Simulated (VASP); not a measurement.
These are vdW-DF2, VASP's PBE PAW potentials (set 64) (plane waves; VASP) values and carry that method's errors.

VASP input:

### INCAR
```
SYSTEM = NaI
PREC = Accurate
ENCUT = 520
EDIFF = 1E-6
NELM = 100
ALGO = Normal
LREAL = .FALSE.
LASPH = .TRUE.
ISMEAR = 0
SIGMA = 0.05
GGA = ML
ZAB_VDW = -1.8867
LUSE_VDW = .TRUE.
AGGAC = 0.0
LMAXMIX = 4
LWAVE = .FALSE.
LCHARG = .FALSE.
IBRION = 2
ISIF = 3
NSW = 60
EDIFFG = -0.01
```

POSCAR:
```
NaI
1
    0.0000000000     3.2350000000     3.2350000000
    3.2350000000     0.0000000000     3.2350000000
    3.2350000000     3.2350000000     0.0000000000
Na I
1 1
Direct
  0.0000000000   0.0000000000   0.0000000000
  0.5000000000   0.5000000000   0.5000000000
```

### KPOINTS
```
Automatic mesh
0
Gamma
7 7 7
0 0 0
```

POTCAR, in this order: Na_pv I (PBE.64 set). Program: vasp_std.

The resulting files:

### OUTCAR
```
 ion  position               nearest neighbor table
   1  0.000  0.000  0.000-
   2  0.500  0.500  0.500-
  LATTYP: Found a face centered cubic cell.
 ALAT       =     6.4700000000
 Subroutine PRICEL returns:
 Original cell was already a primitive cell.
 Subroutine GETGRP returns: Found 48 space group operations
The static configuration has the point symmetry O_h .
The dynamic configuration has the point symmetry O_h .
 Subroutine INISYM returns: Found 48 space group operations
 Subroutine IBZKPT returns following result:
 Found     20 irreducible k-points:

 Following reciprocal coordinates:
            Coordinates               Weight
  0.000000  0.000000  0.000000      1.000000
  0.142857  0.000000  0.000000      8.000000
  0.285714  0.000000  0.000000      8.000000
  0.428571  0.000000  0.000000      8.000000
  0.142857  0.142857  0.000000      6.000000
  0.285714  0.142857  0.000000     24.000000
  0.428571  0.142857  0.000000     24.000000
 -0.428571  0.142857  0.000000     24.000000
 -0.285714  0.142857  0.000000     24.000000
...
```

File OSZICAR:
```
       N       E                     dE             d eps       ncg     rms          rms(c)
DAV:   1     0.845563193661E+02    0.84556E+02   -0.67432E+03   440   0.112E+03
DAV:   2     0.519371261778E+01   -0.79363E+02   -0.75938E+02   470   0.238E+02
DAV:   3    -0.148105255176E+01   -0.66748E+01   -0.66381E+01   542   0.708E+01
DAV:   4    -0.166290007978E+01   -0.18185E+00   -0.18176E+00   502   0.124E+01
DAV:   5    -0.166834723675E+01   -0.54472E-02   -0.54470E-02   542   0.222E+00    0.164E+00
DAV:   6    -0.158730710860E+01    0.81040E-01   -0.12822E-01   482   0.224E+00    0.102E+00
DAV:   7    -0.157191066185E+01    0.15396E-01   -0.78810E-02   467   0.180E+00    0.517E-01
DAV:   8    -0.157203605452E+01   -0.12539E-03   -0.55592E-03   473   0.896E-01    0.138E-01
DAV:   9    -0.157191661101E+01    0.11944E-03   -0.23492E-04   512   0.153E-01    0.494E-02
DAV:  10    -0.157192797611E+01   -0.11365E-04   -0.75316E-05   482   0.111E-01    0.118E-02
DAV:  11    -0.157192782581E+01    0.15030E-06   -0.30710E-06   491   0.289E-02
   1 F= -.15719278E+01 E0= -.15719278E+01  d E =-.157193E+01
       N       E                     dE             d eps       ncg     rms          rms(c)
DAV:   1    -0.163026468224E+01   -0.58337E-01   -0.11574E+00   497   0.164E+01    0.133E+00
DAV:   2    -0.158924300688E+01    0.41022E-01   -0.58152E-02   491   0.297E+00    0.629E-01
DAV:   3    -0.157904678460E+01    0.10196E-01   -0.27133E-02   494   0.180E+00    0.278E-01
DAV:   4    -0.157878661761E+01    0.26017E-03   -0.40024E-04   454   0.209E-01    0.250E-01
DAV:   5    -0.157840481599E+01    0.38180E-03   -0.10058E-04   455   0.133E-01    0.309E-02
DAV:   6    -0.157838013399E+01    0.24682E-04   -0.33451E-05   494   0.657E-02    0.440E-02
DAV:   7    -0.157837182708E+01    0.83069E-05   -0.54056E-06   458   0.221E-02    0.509E-02
DAV:   8    -0.157837257909E+01   -0.75201E-06   -0.80496E-07   238   0.871E-03
   2 F= -.15783726E+01 E0= -.15783726E+01  d E =-.644475E-02
       N       E                     dE             d eps       ncg     rms          rms(c)
DAV:   1    -0.161938859963E+01   -0.41017E-01   -0.87763E-01   497   0.142E+01    0.116E+00
DAV:   2    -0.158798842934E+01    0.31400E-01   -0.44883E-02   494   0.257E+00    0.546E-01
DAV:   3    -0.158031503780E+01    0.76734E-02   -0.20601E-02   497   0.155E+00    0.243E-01
DAV:   4    -0.158010835870E+01    0.20668E-03   -0.30445E-04   457   0.182E-01    0.215E-01
DAV:   5    -0.157982118211E+01    0.28718E-03   -0.77418E-05   440   0.116E-01    0.248E-02
DAV:   6    -0.157980379828E+01    0.17384E-04   -0.23730E-05   500   0.545E-02    0.352E-02
DAV:   7    -0.157979719192E+01    0.66064E-05   -0.36402E-06   449   0.182E-02    0.403E-02
DAV:   8    -0.157979800929E+01   -0.81737E-06   -0.50559E-07   220   0.685E-03
   3 F= -.15797980E+01 E0= -.15797980E+01  d E =-.787018E-02
       N       E                     dE             d eps       ncg     rms          rms(c)
DAV:   1    -0.158046336875E+01   -0.66618E-03   -0.13893E-02   497   0.175E+00    0.150E-01
DAV:   2    -0.157995964661E+01    0.50372E-03   -0.72473E-04   494   0.327E-01    0.701E-02
DAV:   3    -0.157983354539E+01    0.12610E-03   -0.33120E-04   494   0.196E-01    0.308E-02
DAV:   4    -0.157983029876E+01    0.32466E-05   -0.49553E-06   449   0.236E-02    0.272E-02
DAV:   5    -0.157982523699E+01    0.50618E-05   -0.11691E-06   306   0.148E-02    0.265E-03
DAV:   6    -0.157982537858E+01   -0.14159E-06   -0.44722E-07   220   0.758E-03
   4 F= -.15798254E+01 E0= -.15798254E+01  d E =-.789755E-02
```

File OUTCAR:
```
------------------------ aborting loop because EDIFF is reached ----------------------------------------
  FORCE on cell =-STRESS in cart. coord.  units (eV):
  Direction    XX          YY          ZZ          XY          YZ          ZX
  --------------------------------------------------------------------------------------
  Total        0.0044647      0.0044647      0.0044647     -0.0000000      0.0000000     -0.0000000
  in kB        0.1009449      0.1009449      0.1009449     -0.0000000      0.0000000     -0.0000000
  external PRESSURE =       0.1009449 kB  Pullay stress =       0.0000000 kB
  volume of cell :       70.86
      direct lattice vectors                 reciprocal lattice vectors
     0.000000000  3.284455673  3.284455673    -0.152232227  0.152232227  0.152232227
     3.284455673 -0.000000000  3.284455673     0.152232227 -0.152232227  0.152232227
     3.284455673  3.284455673  0.000000000     0.152232227  0.152232227 -0.152232227
  FREE ENERGIE OF THE ION-ELECTRON SYSTEM (eV)
  ---------------------------------------------------
  free  energy   TOTEN  =        -1.5798253786 eV

  energy  without entropy=       -1.5798253786  energy(sigma->0) =       -1.57982538

 reached required accuracy - stopping structural energy minimisation
```
(Selected blocks of OUTCAR.)

File CONTCAR:
```
NaI
   1.00000000000000
     0.0000000000000000    3.2844556731783290    3.2844556731783290
     3.2844556731783290   -0.0000000000000000    3.2844556731783290
     3.2844556731783290    3.2844556731783290    0.0000000000000000
  Na              I
     1     1
Direct
     0.0000000000000000    0.0000000000000000    0.0000000000000000
     0.5000000000000000    0.5000000000000000    0.5000000000000000
```

Energy and stress use the plane-wave basis of the starting cell.

The compound is NaI in the rock salt structure. This run relaxes it. Symmetry was kept, so distortions that lower it aren't found.
